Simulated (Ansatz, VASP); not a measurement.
# GaB in VASP and in Ansatz

```
Ga B
1.0
     2.70000    0.00000    0.00000
     0.00000    2.70000    0.00000
     0.00000    0.00000    3.21449
Ga B
1 1
Direct
  0.50000 0.50000 0.50000
  0.00000 0.00000 0.00000
```

The cell was built by a generator and needn't be a form met in nature.

Alike in both runs: task single point; functional PBE; k mesh 10 × 10 × 8; occupations fermi-dirac, width 0.05 eV; no spin polarisation.

|  | VASP | Ansatz |
| --- | --- | --- |
| version | VASP 6.6.1 | Ansatz 0.2.0 |
| potentials or method | VASP PAW PBE potentials, release 64 (Ga_d, B) | Ansatz PAW |
| plane-wave cutoff (eV) | 520 | 420 |
| valence electrons in the cell | 16 | 16 |

Ansatz gave:

* gap on the k mesh at the Fermi level (eV): none
* pressure (GPa): 2.0
* largest component of the traceless stress (GPa): 0.25

**Question.** Which values does VASP return?

**Answer.** gap on the k mesh at the Fermi level (eV): none; pressure (GPa): 2.3; largest component of the traceless stress (GPa): 0.26.

A gap of «none» marks a metal or a gap that the smearing closes. The functional is the same, so the differences come from potentials, cutoffs and numerics.
